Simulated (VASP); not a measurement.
# SnSe (Pnma) in VASP: settings compared, part 2 of 2

VASP 6.6.1. The steps go on from the part before.

### Step 4. Band structure, PBE

Input file POSCAR:

```
SnSe                                    
1.0
   11.7897908053      0.0000000000      0.0000000000
    0.0000000000      4.2057650536      0.0000000000
    0.0000000000      0.0000000000      4.5696738865
  Sn              Se            
     4     4
Direct
     0.6209047467120319    0.7500000000000000    0.3837193767314533
     0.8790952532879681    0.2500000000000000    0.8837193767314533
     0.3790952532879681    0.2500000000000000    0.6162806232685467
     0.1209047467120319    0.7500000000000000    0.1162806232685467
     0.1453676270263844    0.2500000000000000    0.5236582217708790
     0.6453676270263844    0.2500000000000000    0.9763417782291210
     0.3546323729736157    0.7500000000000000    0.0236582217708790
     0.8546323729736156    0.7500000000000000    0.4763417782291210
```

Input file INCAR.step1:

```
SYSTEM = SnSe
PREC     = Accurate       ! precision mode
ENCUT    = 450            ! plane-wave cutoff, eV
EDIFF    = 1E-6           ! SCF threshold, eV
ISMEAR   = 0              ! smearing method
SIGMA    = 0.02           ! smearing width, eV
LREAL    = .FALSE.        ! projectors in reciprocal space
LASPH    = .TRUE.         ! aspherical terms in the spheres
NELM     = 120            ! most SCF steps
ALGO     = Fast           ! electronic algorithm
ISIF     = 2              ! what is computed and relaxed
LWAVE    = .FALSE.        ! write WAVECAR
LCHARG   = .TRUE.         ! write CHGCAR
GGA      = PE             ! functional
NBANDS   = 50             ! bands
KPAR     = 4
```

Input file KPOINTS.step1:

```
regular mesh
0
G
  4 8 8
  0 0 0
```

Input file INCAR.step2:

```
SYSTEM = SnSe
PREC     = Accurate       ! precision mode
ENCUT    = 450            ! plane-wave cutoff, eV
EDIFF    = 1E-6           ! SCF threshold, eV
ISMEAR   = 0              ! smearing method
SIGMA    = 0.05           ! smearing width, eV
LREAL    = .FALSE.        ! projectors in reciprocal space
LASPH    = .TRUE.         ! aspherical terms in the spheres
NELM     = 120            ! most SCF steps
ALGO     = Fast           ! electronic algorithm
ISIF     = 2              ! what is computed and relaxed
LWAVE    = .FALSE.        ! write WAVECAR
LCHARG   = .FALSE.        ! write CHGCAR
GGA      = PE             ! functional
NBANDS   = 50             ! bands
KPAR     = 4            
ICHARG   = 11             ! starting density
```

Input file KPOINTS.step2:

```
path GXSYGZURTZ,YT,UX,SR
15
line-mode
reciprocal
 0.0000000000  0.0000000000  0.0000000000  G
 0.0000000000  0.5000000000  0.0000000000  X

 0.0000000000  0.5000000000  0.0000000000  X
 0.0000000000  0.5000000000  0.5000000000  S

 0.0000000000  0.5000000000  0.5000000000  S
 0.0000000000  0.0000000000  0.5000000000  Y

 0.0000000000  0.0000000000  0.5000000000  Y
 0.0000000000  0.0000000000  0.0000000000  G

 0.0000000000  0.0000000000  0.0000000000  G
 0.5000000000  0.0000000000  0.0000000000  Z

 0.5000000000  0.0000000000  0.0000000000  Z
 0.5000000000  0.5000000000  0.0000000000  U

 0.5000000000  0.5000000000  0.0000000000  U
 0.5000000000  0.5000000000  0.5000000000  R

 0.5000000000  0.5000000000  0.5000000000  R
 0.5000000000  0.0000000000  0.5000000000  T

 0.5000000000  0.0000000000  0.5000000000  T
 0.5000000000  0.0000000000  0.0000000000  Z

 0.0000000000  0.0000000000  0.5000000000  Y
 0.5000000000  0.0000000000  0.5000000000  T

 0.5000000000  0.5000000000  0.0000000000  U
 0.0000000000  0.5000000000  0.0000000000  X

 0.0000000000  0.5000000000  0.5000000000  S
 0.5000000000  0.5000000000  0.5000000000  R
```

Potentials or basis: VASP PAW PBE potentials, release 64 (Sn_d, Se).

Launch:

```bash
cat potpaw_PBE.64/Sn_d/POTCAR potpaw_PBE.64/Se/POTCAR > POTCAR
cp INCAR.step1 INCAR
cp KPOINTS.step1 KPOINTS
mpirun -np 4 vasp_std > vasp.out
cp INCAR.step2 INCAR
cp KPOINTS.step2 KPOINTS
mpirun -np 4 vasp_std > vasp.out
```

It took 5.3 min on 4 MPI ranks of Intel Xeon Platinum 8488C (Sapphire Rapids), shared host; peak memory 1.1 GiB.

Results (log left out):

```
Band gap on the k mesh  : 0.70 eV, indirect (least direct gap 0.95 eV)
Band gap along the path : 0.63 eV, indirect (least direct gap 0.88 eV)
```

Levels at the corners of the path, in eV from the valence-band top:
| point | band 37 | band 38 | band 39 | band 40 | band 41 | band 42 | band 43 | band 44 |
| --- | --- | --- | --- | --- | --- | --- | --- | --- |
| Γ | -1.47 | -1.11 | -0.63 | -0.44 | 0.81 | 2.76 | 2.96 | 3.01 |
| X | -0.90 | -0.90 | -0.83 | -0.83 | 1.13 | 1.13 | 1.22 | 1.22 |
| X | -0.90 | -0.90 | -0.83 | -0.83 | 1.13 | 1.13 | 1.22 | 1.22 |
| S | -2.12 | -2.12 | -1.27 | -1.27 | 2.61 | 2.61 | 3.02 | 3.02 |
| S | -2.12 | -2.12 | -1.27 | -1.27 | 2.61 | 2.61 | 3.02 | 3.02 |
| Y | -0.75 | -0.75 | -0.23 | -0.23 | 1.26 | 1.26 | 1.64 | 1.64 |
| Y | -0.75 | -0.75 | -0.23 | -0.23 | 1.26 | 1.26 | 1.64 | 1.64 |
| Γ | -1.47 | -1.11 | -0.63 | -0.44 | 0.81 | 2.76 | 2.96 | 3.01 |
| Γ | -1.47 | -1.11 | -0.63 | -0.44 | 0.81 | 2.76 | 2.96 | 3.01 |
| Z | -1.70 | -1.70 | -0.49 | -0.49 | 2.49 | 2.49 | 2.67 | 2.67 |
| Z | -1.70 | -1.70 | -0.49 | -0.49 | 2.49 | 2.49 | 2.67 | 2.67 |
| U | -0.98 | -0.98 | -0.98 | -0.98 | 1.41 | 1.41 | 1.41 | 1.41 |
| U | -0.98 | -0.98 | -0.98 | -0.98 | 1.41 | 1.41 | 1.41 | 1.41 |
| R | -1.44 | -1.44 | -1.44 | -1.44 | 2.54 | 2.54 | 2.54 | 2.54 |
| R | -1.44 | -1.44 | -1.44 | -1.44 | 2.54 | 2.54 | 2.54 | 2.54 |
| T | -0.45 | -0.45 | -0.26 | -0.26 | 1.26 | 1.26 | 1.69 | 1.69 |
| T | -0.45 | -0.45 | -0.26 | -0.26 | 1.26 | 1.26 | 1.69 | 1.69 |
| Z | -1.70 | -1.70 | -0.49 | -0.49 | 2.49 | 2.49 | 2.67 | 2.67 |
| Y | -0.75 | -0.75 | -0.23 | -0.23 | 1.26 | 1.26 | 1.64 | 1.64 |
| T | -0.45 | -0.45 | -0.26 | -0.26 | 1.26 | 1.26 | 1.69 | 1.69 |
| U | -0.98 | -0.98 | -0.98 | -0.98 | 1.41 | 1.41 | 1.41 | 1.41 |
| X | -0.90 | -0.90 | -0.83 | -0.83 | 1.13 | 1.13 | 1.22 | 1.22 |
| S | -2.12 | -2.12 | -1.27 | -1.27 | 2.61 | 2.61 | 3.02 | 3.02 |
| R | -1.44 | -1.44 | -1.44 | -1.44 | 2.54 | 2.54 | 2.54 | 2.54 |

Caveat: the log is that of the step along the path at fixed density, whose energy, stress, charges and moments have no meaning; spin-orbit coupling is left out, which moves the levels of the heavy elements; this functional lacks dispersion, which binds the layers, so the pressure and a relaxed spacing across them are unreliable.

### Step 5. Band structure, r2SCAN

Input file INCAR:

```
SYSTEM = SnSe
PREC     = Accurate       ! precision mode
ENCUT    = 450            ! plane-wave cutoff, eV
EDIFF    = 1E-6           ! SCF threshold, eV
ISMEAR   = 0              ! smearing method
SIGMA    = 0.02           ! smearing width, eV
LREAL    = .FALSE.        ! projectors in reciprocal space
LASPH    = .TRUE.         ! aspherical terms in the spheres
NELM     = 120            ! most SCF steps
ALGO     = Normal         ! electronic algorithm
ISIF     = 2              ! what is computed and relaxed
LWAVE    = .FALSE.        ! write WAVECAR
LCHARG   = .FALSE.        ! write CHGCAR
METAGGA  = R2SCAN         ! meta-GGA
LMIXTAU  = .TRUE.       
NBANDS   = 50             ! bands
KPAR     = 4
```

Input file KPOINTS:

```
regular mesh
0
G
  4 8 8
  0 0 0
```

POSCAR is that of step 4.

Input file KPOINTS_OPT:

```
path GXSYGZURTZ,YT,UX,SR
15
line-mode
reciprocal
 0.0000000000  0.0000000000  0.0000000000  G
 0.0000000000  0.5000000000  0.0000000000  X

 0.0000000000  0.5000000000  0.0000000000  X
 0.0000000000  0.5000000000  0.5000000000  S

 0.0000000000  0.5000000000  0.5000000000  S
 0.0000000000  0.0000000000  0.5000000000  Y

 0.0000000000  0.0000000000  0.5000000000  Y
 0.0000000000  0.0000000000  0.0000000000  G

 0.0000000000  0.0000000000  0.0000000000  G
 0.5000000000  0.0000000000  0.0000000000  Z

 0.5000000000  0.0000000000  0.0000000000  Z
 0.5000000000  0.5000000000  0.0000000000  U

 0.5000000000  0.5000000000  0.0000000000  U
 0.5000000000  0.5000000000  0.5000000000  R

 0.5000000000  0.5000000000  0.5000000000  R
 0.5000000000  0.0000000000  0.5000000000  T

 0.5000000000  0.0000000000  0.5000000000  T
 0.5000000000  0.0000000000  0.0000000000  Z

 0.0000000000  0.0000000000  0.5000000000  Y
 0.5000000000  0.0000000000  0.5000000000  T

 0.5000000000  0.5000000000  0.0000000000  U
 0.0000000000  0.5000000000  0.0000000000  X

 0.0000000000  0.5000000000  0.5000000000  S
 0.5000000000  0.5000000000  0.5000000000  R
```

Launch:

```bash
cat potpaw_PBE.64/Sn_d/POTCAR potpaw_PBE.64/Se/POTCAR > POTCAR
mpirun -np 4 vasp_std > vasp.out
```

It took 15 min on 4 MPI ranks of Intel Xeon Platinum 8488C (Sapphire Rapids), shared host; peak memory 0.95 GiB.

The run converged. Its results:

- Free energy: -159.8001 eV
- Pressure: -1.1 GPa
- Largest force: 0.226 eV/Å
- Band gap on the k mesh: 1.00 eV, indirect (least direct gap 1.26 eV)
- Band gap along the path: 0.93 eV, indirect (least direct gap 1.18 eV)

Forces on the atoms (eV/Å):
```
Sn   0.170  0.000 -0.149
Sn  -0.170  0.000 -0.149
Sn  -0.170  0.000  0.149
Sn   0.170  0.000  0.149
Se   0.146  0.000 -0.161
Se   0.146  0.000  0.161
Se  -0.146  0.000 -0.161
Se  -0.146  0.000  0.161
```

Stress tensor (GPa, compression positive):
```
-1.22  0.00  0.00
 0.00 -1.30  0.00
 0.00  0.00 -0.89
```

Levels at the corners of the path, in eV from the valence-band top:
```
point  band 37  band 38  band 39  band 40  band 41  band 42  band 43  band 44
    Γ    -1.60    -1.15    -0.67    -0.47     1.04     3.08     3.29     3.32
    X    -0.90    -0.90    -0.86    -0.86     1.40     1.40     1.53     1.53
    X    -0.90    -0.90    -0.86    -0.86     1.40     1.40     1.53     1.53
    S    -2.21    -2.21    -1.33    -1.33     2.90     2.90     3.31     3.31
    S    -2.21    -2.21    -1.33    -1.33     2.90     2.90     3.31     3.31
    Y    -0.68    -0.68    -0.17    -0.17     1.52     1.52     1.92     1.92
    Y    -0.68    -0.68    -0.17    -0.17     1.52     1.52     1.92     1.92
    Γ    -1.60    -1.15    -0.67    -0.47     1.04     3.08     3.29     3.32
    Γ    -1.60    -1.15    -0.67    -0.47     1.04     3.08     3.29     3.32
    Z    -1.83    -1.83    -0.53    -0.53     2.75     2.75     2.99     2.99
    Z    -1.83    -1.83    -0.53    -0.53     2.75     2.75     2.99     2.99
    U    -1.00    -1.00    -1.00    -1.00     1.69     1.69     1.69     1.69
    U    -1.00    -1.00    -1.00    -1.00     1.69     1.69     1.69     1.69
    R    -1.52    -1.52    -1.52    -1.52     2.84     2.84     2.84     2.84
    R    -1.52    -1.52    -1.52    -1.52     2.84     2.84     2.84     2.84
    T    -0.45    -0.45    -0.19    -0.19     1.51     1.51     1.98     1.98
    T    -0.45    -0.45    -0.19    -0.19     1.51     1.51     1.98     1.98
    Z    -1.83    -1.83    -0.53    -0.53     2.75     2.75     2.99     2.99
    Y    -0.68    -0.68    -0.17    -0.17     1.52     1.52     1.92     1.92
    T    -0.45    -0.45    -0.19    -0.19     1.51     1.51     1.98     1.98
    U    -1.00    -1.00    -1.00    -1.00     1.69     1.69     1.69     1.69
    X    -0.90    -0.90    -0.86    -0.86     1.40     1.40     1.53     1.53
    S    -2.21    -2.21    -1.33    -1.33     2.90     2.90     3.31     3.31
    R    -1.52    -1.52    -1.52    -1.52     2.84     2.84     2.84     2.84
```

Caveat: the PAW data sets were made with another functional, which shifts forces and pressure a little; spin-orbit coupling is left out, which moves the levels of the heavy elements.

### Step 6. Summary

```csv
task,level,potentials or basis,k mesh,gap on the mesh (eV)
dielectric tensor,PBE,"VASP PAW PBE potentials, release 64 (Sn_d, Se)",3 × 8 × 7,0.74
band structure,LDA,"VASP PAW LDA potentials, release 64 (Sn_d, Se)",4 × 8 × 8,0.61
band structure,PBE,"VASP PAW PBE potentials, release 64 (Sn_d, Se)",4 × 8 × 8,0.70
band structure,r2SCAN,"VASP PAW PBE potentials, release 64 (Sn_d, Se)",4 × 8 × 8,1.00
```

Alike in all rows: no spin polarisation; cell as given; cutoff (eV) 450; smearing gaussian 0.02 eV.

Caveats: spin-orbit coupling is left out, which moves the levels of the heavy elements; this functional lacks dispersion, which binds the layers, so the pressure and a relaxed spacing across them are unreliable (some runs); an odd mesh through Γ misses points on the zone boundary, where band edges often lie (some runs); the PAW data sets were made with another functional, which shifts forces and pressure a little (some runs).

Total energies depend on the potentials used, so only differences within one code and one set of settings carry meaning.

### Step 7. Against experiment

Step 2. The gap isn't set beside the measured one, since this odd mesh misses points on the zone boundary.

Step 3. Against the measured gap of SnSe, 0.89 eV (indirect; 300 K; “Linear dichroism of the optical properties of SnS and SnSe van der Waals crystals”, 2024, arxiv:2409.17412), the calculated 0.55 eV is off by -0.34 eV. 2 values of this kind are on record (0.89 to 0.99 eV); this one was drawn at random. Spin-orbit coupling on Se, Sn is left out. The value is that of LDA, without temperature or zero-point motion. Semilocal functionals fall short of measured gaps as a rule. The cell is a database's relaxed one, not the measured one, which moves gaps too.

Step 4. A measured gap of SnSe is 0.99 eV (indirect; 20 K; “Linear dichroism of the optical properties of SnS and SnSe van der Waals crystals”, 2024, arxiv:2409.17412); the calculated 0.63 eV misses it by -0.36 eV. 2 values of this kind are on record (0.89 to 0.99 eV); this one was drawn at random. Spin-orbit coupling on Se, Sn is left out. The value is that of PBE, without temperature or zero-point motion. Semilocal functionals fall short of measured gaps as a rule. The cell is a database's relaxed one, not the measured one, which moves gaps too.

Step 5. Against the measured gap of SnSe, 0.89 eV (indirect; 300 K; “Linear dichroism of the optical properties of SnS and SnSe van der Waals crystals”, 2024, arxiv:2409.17412), the calculated 0.93 eV is off by +0.04 eV. 2 values of this kind are on record (0.89 to 0.99 eV); this one was drawn at random. Spin-orbit coupling on Se, Sn is left out. The value is that of r2SCAN, without temperature or zero-point motion. The cell is a database's relaxed one, not the measured one, which moves gaps too.
